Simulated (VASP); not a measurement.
# Sn (Fd-3m) in VASP: a series of runs

Runs on Sn. Level: PBEsol. Tasks: core levels.

All numbers are computed with VASP 6.6.1; they aren't measurements. Logs are shortened: lines on timing, memory, paths and dates and some standing lists are left out, and cuts for length are marked.

## Step 1: The crystal as given

Symmetry: Fd-3m, No. 227, cubic system. Conventional cell: a = 6.467 Å, b = 6.467 Å, c = 6.467 Å, α = 90.00°, β = 90.00°, γ = 90.00°. Sn (site symmetry -43m) is surrounded by 4 Sn at 2.80 Å.

This isn't the form of Sn at room conditions, which is tetragonal (white tin).

## Step 2: Core levels, PBEsol

Input file INCAR:

```
ALGO = Normal
EDIFF = 1E-6
ENCUT = 520
GGA = PS
ICORELEVEL = 1
ISIF = 2
ISMEAR = 1
KPAR = 4
LASPH = T
LCHARG = F
LREAL = F
LWAVE = F
NELM = 60
PREC = Accurate
SIGMA = 0.1
```

Input file KPOINTS:

```
k-points
0
Gamma
  3 3 3
```

Input file POSCAR:

```
Sn
1.0
    0.0000000000      6.4666856000      6.4666856000
    6.4666856000      0.0000000000      6.4666856000
    6.4666856000      6.4666856000      0.0000000000
Sn
16
Direct
    0.0000000000      0.0000000000      0.0000000000
    0.0000000000      0.0000000000      0.5000000000
    0.0000000000      0.5000000000      0.0000000000
    1.0000000000      0.5000000000      0.5000000000
    0.5000000000      0.0000000000      0.0000000000
    0.5000000000      1.0000000000      0.5000000000
    0.5000000000      0.5000000000      0.0000000000
    0.5000000000      0.5000000000      0.5000000000
    0.1250000000      0.1250000000      0.1250000000
    0.1250000000      0.1250000000      0.6250000000
    0.1250000000      0.6250000000      0.1250000000
    0.1250000000      0.6250000000      0.6250000000
    0.6250000000      0.1250000000      0.1250000000
    0.6250000000      0.1250000000      0.6250000000
    0.6250000000      0.6250000000      0.1250000000
    0.6250000000      0.6250000000      0.6250000000
```

Potentials or basis: VASP PAW PBE potentials, release 64 (Sn_d).

Launch:

```sh
$ cat potpaw_PBE.64/Sn_d/POTCAR > POTCAR
$ mpirun -np 4 vasp_std > vasp.out
```

OUTCAR:

```text
EDIFF = 1E-6
   ENCUT = 520
   GGA = PS
   ISIF = 2
   ISMEAR = 1
   LASPH = T
   LREAL = F
   NELM = 60
   PREC = Accurate

 ion  position               nearest neighbor table
   1  0.000  0.000  0.000-   9 2.80  10 2.80  11 2.80  13 2.80
   2  0.000  0.000  0.500-   9 2.80  10 2.80  12 2.80  14 2.80
   3  0.000  0.500  0.000-   9 2.80  11 2.80  12 2.80  15 2.80
   4  0.000  0.500  0.500-  10 2.80  11 2.80  12 2.80  16 2.80
   5  0.500  0.000  0.000-   9 2.80  13 2.80  14 2.80  15 2.80
   6  0.500  0.000  0.500-  10 2.80  13 2.80  14 2.80  16 2.80
[... 8 lines left out ...]
  15  0.625  0.625  0.125-   3 2.80   5 2.80   7 2.80   8 2.80
  16  0.625  0.625  0.625-   4 2.80   6 2.80   7 2.80   8 2.80
[... 6 lines left out ...]
 A1 = (   0.0000000000,   6.4666856000,   6.4666856000)
 A2 = (   6.4666856000,   0.0000000000,   6.4666856000)
 A3 = (   6.4666856000,   6.4666856000,   0.0000000000)

Analysis of symmetry for initial positions (statically):
=====================================================================
 Subroutine PRICEL returns following result:

  LATTYP: Found a face centered cubic cell.
 ALAT       =     6.4666856000

  Lattice vectors:

 A1 = (   0.0000000000,   3.2333428000,   3.2333428000)
 A2 = (   3.2333428000,   0.0000000000,   3.2333428000)
 A3 = (   3.2333428000,   3.2333428000,   0.0000000000)

   8 primitive cells build up your supercell.

 Routine SETGRP: Setting up the symmetry group for a
 face centered cubic supercell.

 Subroutine GETGRP returns: Found 48 space group operations
 (whereof 24 operations were pure point group operations)
 out of a pool of 48 trial point group operations.

The static configuration has the point symmetry T_d .
 The point group associated with its full space group is O_h .

Analysis of symmetry for dynamics (positions and initial velocities):
=====================================================================
 Subroutine PRICEL returns following result:

  LATTYP: Found a face centered cubic cell.
 ALAT       =     6.4666856000

  Lattice vectors:

 A1 = (   0.0000000000,   3.2333428000,   3.2333428000)
 A2 = (   3.2333428000,   0.0000000000,   3.2333428000)
 A3 = (   3.2333428000,   3.2333428000,   0.0000000000)

[... 135 lines left out ...]
  free energy    TOTEN  =       -67.35354132 eV

  energy without entropy =      -67.35321049  energy(sigma->0) =      -67.35343104

 the core state eigenenergies are
   1-  1s -28997.3226  2s  -4368.8446  2p  -3920.4637  3s   -835.0376  3p   -688.5852
       3d   -463.3049  4s   -123.8784  4p    -79.6467
   2-  1s -28997.3226  2s  -4368.8446  2p  -3920.4637  3s   -835.0376  3p   -688.5852
       3d   -463.3049  4s   -123.8784  4p    -79.6467
   3-  1s -28997.3226  2s  -4368.8446  2p  -3920.4637  3s   -835.0376  3p   -688.5852
       3d   -463.3049  4s   -123.8784  4p    -79.6467
   4-  1s -28997.3226  2s  -4368.8446  2p  -3920.4637  3s   -835.0376  3p   -688.5852
       3d   -463.3049  4s   -123.8784  4p    -79.6467
   5-  1s -28997.3226  2s  -4368.8446  2p  -3920.4637  3s   -835.0376  3p   -688.5852
       3d   -463.3049  4s   -123.8784  4p    -79.6467
   6-  1s -28997.3226  2s  -4368.8446  2p  -3920.4637  3s   -835.0376  3p   -688.5852
       3d   -463.3049  4s   -123.8784  4p    -79.6467
   7-  1s -28997.3226  2s  -4368.8446  2p  -3920.4637  3s   -835.0376  3p   -688.5852
       3d   -463.3049  4s   -123.8784  4p    -79.6467
   8-  1s -28997.3226  2s  -4368.8446  2p  -3920.4637  3s   -835.0376  3p   -688.5852
       3d   -463.3049  4s   -123.8784  4p    -79.6467
   9-  1s -28997.3226  2s  -4368.8446  2p  -3920.4637  3s   -835.0376  3p   -688.5852
       3d   -463.3049  4s   -123.8784  4p    -79.6467
  10-  1s -28997.3226  2s  -4368.8446  2p  -3920.4637  3s   -835.0376  3p   -688.5852
       3d   -463.3049  4s   -123.8784  4p    -79.6467
  11-  1s -28997.3226  2s  -4368.8446  2p  -3920.4637  3s   -835.0376  3p   -688.5852
       3d   -463.3049  4s   -123.8784  4p    -79.6467
  12-  1s -28997.3226  2s  -4368.8446  2p  -3920.4637  3s   -835.0376  3p   -688.5852
       3d   -463.3049  4s   -123.8784  4p    -79.6467
  13-  1s -28997.3226  2s  -4368.8446  2p  -3920.4637  3s   -835.0376  3p   -688.5852
       3d   -463.3049  4s   -123.8784  4p    -79.6467
  14-  1s -28997.3226  2s  -4368.8446  2p  -3920.4637  3s   -835.0376  3p   -688.5852
       3d   -463.3049  4s   -123.8784  4p    -79.6467
  15-  1s -28997.3226  2s  -4368.8446  2p  -3920.4637  3s   -835.0376  3p   -688.5852
       3d   -463.3049  4s   -123.8784  4p    -79.6467
  16-  1s -28997.3226  2s  -4368.8446  2p  -3920.4637  3s   -835.0376  3p   -688.5852
       3d   -463.3049  4s   -123.8784  4p    -79.6467

 E-fermi :   5.5731     XC(G=0):  -9.1077

 val. band max:        5.5651942439   @ k =   0.0000   0.0000   0.0000
 cond. band min:       5.6940882088   @ k =   0.0000   0.0000   0.0000
 fundamental gap:      0.1288939649
 Fermi energy:         5.5730839916

 k-point     1 :       0.0000    0.0000    0.0000
  band No.  band energies     occupation
      1     -16.0630      2.00000
      2     -16.0630      2.00000
      3     -16.0630      2.00000
      4     -16.0630      2.00000
      5     -16.0630      2.00000
      6     -16.0630      2.00000
[... 497 lines left out ...]
    123       8.0759      0.00000
    124       8.0759      0.00000
 [bands above 124 left out]

------------------------ aborting loop because EDIFF is reached ----------------------------------------

  FORCE on cell =-STRESS in cart. coord.  units (eV):
  Direction    XX          YY          ZZ          XY          YZ          ZX
  --------------------------------------------------------------------------------------
  -------------------------------------------------------------------------------------
  Total        5.1967455      5.1967455      5.1967455     -0.0000000     -0.0000000     -0.0000000
  in kB       15.3945429     15.3945429     15.3945429     -0.0000000     -0.0000000     -0.0000000
  external PRESSURE =      15.3945429 kB  Pullay stress =       0.0000000 kB

 VOLUME and BASIS-vectors are now :
 -----------------------------------------------------------------------------
  energy-cutoff  :      520.00
  volume of cell :      540.85
      direct lattice vectors                 reciprocal lattice vectors
     0.000000000  6.466685600  6.466685600    -0.077319361  0.077319361  0.077319361
     6.466685600  0.000000000  6.466685600     0.077319361 -0.077319361  0.077319361
     6.466685600  6.466685600  0.000000000     0.077319361  0.077319361 -0.077319361

 POSITION                                       TOTAL-FORCE (eV/Angst)
 -----------------------------------------------------------------------------------
      0.00000      0.00000      0.00000        -0.000000     -0.000000     -0.000000
      3.23334      3.23334      0.00000        -0.000000     -0.000000     -0.000000
      3.23334      0.00000      3.23334        -0.000000     -0.000000     -0.000000
      6.46669      3.23334      3.23334        -0.000000      0.000000     -0.000000
      0.00000      3.23334      3.23334        -0.000000     -0.000000     -0.000000
      3.23334      6.46669      3.23334        -0.000000     -0.000000     -0.000000
[... 8 lines left out ...]
      4.85001      4.85001      8.08336        -0.000000      0.000000      0.000000
      8.08336      8.08336      8.08336         0.000000      0.000000      0.000000
 -----------------------------------------------------------------------------------
    total drift:                               -0.000002     -0.000002     -0.000001

  FREE ENERGIE OF THE ION-ELECTRON SYSTEM (eV)
  ---------------------------------------------------
  free  energy   TOTEN  =       -67.3535413215 eV

  energy  without entropy=      -67.3532104860  energy(sigma->0) =      -67.35343104
```

stdout:

```text
POSCAR found type information on POSCAR Sn
 POSCAR found :  1 types and      16 ions
 scaLAPACK will be used
 -----------------------------------------------------------------------------
|                                                                             |
|                                                                             |
|     You enforced a specific xc type in the INCAR file but a different       |
|     I HOPE YOU KNOW WHAT YOU ARE DOING!                                     |
|                                                                             |
 -----------------------------------------------------------------------------

 LDA part: xc-table for (Slater+PW92), standard interpolation
 POSCAR, INCAR and KPOINTS ok, starting setup
 FFT: planning ... GRIDC
 FFT: planning ... GRID_SOFT
 FFT: planning ... GRID
 WAVECAR not read
 entering main loop
```

Run time: 3.4 min. Hardware: 4 MPI ranks of Intel Xeon Platinum 8488C (Sapphire Rapids), shared host; peak memory 0.78 GiB.

What came out:

* Free energy: -67.3535 eV
* Pressure: 1.5 GPa
* Band gap on the k mesh: none (metal or under the smearing width)

Core levels (eV, on the scale of the bands):
```tsv
atom	levels
1 Sn	1s -28997.3, 2s -4368.8, 2p -3920.5, 3s -835.0, 3p -688.6, 3d -463.3, 4s -123.9, 4p -79.6
2 Sn	1s -28997.3, 2s -4368.8, 2p -3920.5, 3s -835.0, 3p -688.6, 3d -463.3, 4s -123.9, 4p -79.6
3 Sn	1s -28997.3, 2s -4368.8, 2p -3920.5, 3s -835.0, 3p -688.6, 3d -463.3, 4s -123.9, 4p -79.6
4 Sn	1s -28997.3, 2s -4368.8, 2p -3920.5, 3s -835.0, 3p -688.6, 3d -463.3, 4s -123.9, 4p -79.6
5 Sn	1s -28997.3, 2s -4368.8, 2p -3920.5, 3s -835.0, 3p -688.6, 3d -463.3, 4s -123.9, 4p -79.6
6 Sn	1s -28997.3, 2s -4368.8, 2p -3920.5, 3s -835.0, 3p -688.6, 3d -463.3, 4s -123.9, 4p -79.6
```

Caveat: the PAW data sets were made with another functional, which shifts forces and pressure a little.

(Continued in part 2 of 2.)
